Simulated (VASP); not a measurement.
Given:

```xyz
3
Lattice="1.8999 -3.2907 0.0000 1.8999 3.2907 0.0000 0.0000 0.0000 6.7381" Properties=species:S:1:pos:R:3 pbc="T T T"
Sn     0.0000     0.0000     0.0000
Se     1.8999     1.0969     1.5614
Se     1.8999    -1.0969     5.1766
```

These are PBE GGA, VASP's PBE PAW potentials (set 64) (plane waves; VASP) values and carry that method's errors. Settings: 520 eV cut-off, 7×7×4 Γ-centred mesh, Gaussian smearing of 0.050 eV, potentials Sn_d Se.

Without a dispersion term in the relaxation, distances and binding between the weakly bound layers, chains or molecules are unreliable, and so is what depends on them.

Task: The ions and cell shape at fixed volume are relaxed. Give the cell that the relaxation ends in.

Result: 
```xyz
3
Lattice="1.9328 -3.3477 0.0000 1.9328 3.3477 0.0000 0.0000 0.0000 6.5106" Properties=species:S:1:pos:R:3 pbc="T T T"
Sn     0.0000     0.0000     0.0000
Se     1.9328     1.1159     1.5958
Se     1.9328    -1.1159     4.9148
```
Space group P-3m1 (164), at a tolerance of 0.03 Å.

Task: How much energy does the relaxation gain?

Result: The energy (σ→0) changes by -16.6 meV/atom, in 5 ionic steps.

The compound is SnSe2 in the 1T layered structure. This cell is one point of a volume scan, at 0.94 of the reference volume. Symmetry was kept, so distortions that lower it aren't found.
